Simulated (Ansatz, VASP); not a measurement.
# Two plane-wave programs on AlSiB

```
Al Si B
1.0
     4.25610    0.00000    0.00000
    -2.12805    3.68589    0.00000
     0.00000    0.00000    2.58130
Al Si B
1 1 1
Direct
  0.00000 0.00000 0.50000
  0.66667 0.33333 0.50000
  0.33333 0.66667 0.00000
```

Change from the starting cell: species swapped into the TbCuGe type (P-6m2, No. 187).

Alike in both runs: functional PBE; k mesh 6 × 6 × 6; occupations gaussian, width 0.1 eV; no spin polarisation.

Ansatz relaxed the structure, and its values are those at the end. VASP's run is a single point on that final structure, the one shown.

```csv
,VASP,Ansatz
version,VASP 6.6.1,Ansatz 0.2.0
potentials or method,"VASP PAW PBE potentials, release 64 (Al, Si, B)","scalar-relativistic, plane waves, PAW"
plane-wave cutoff (eV),520,420
valence electrons in the cell,10,10
```

VASP gave:

| Property | Result |
| --- | --- |
| gap on the k mesh at the Fermi level (eV) | none |
| pressure (GPa) | 0.2 |

Estimate Ansatz's values.

gap on the k mesh at the Fermi level (eV): none; pressure (GPa): 0.3.

A gap of «none» marks a metal or a gap that the smearing closes.

Caveats: the k mesh is coarse (spacing up to 0.41 Å⁻¹), so the values aren't converged.
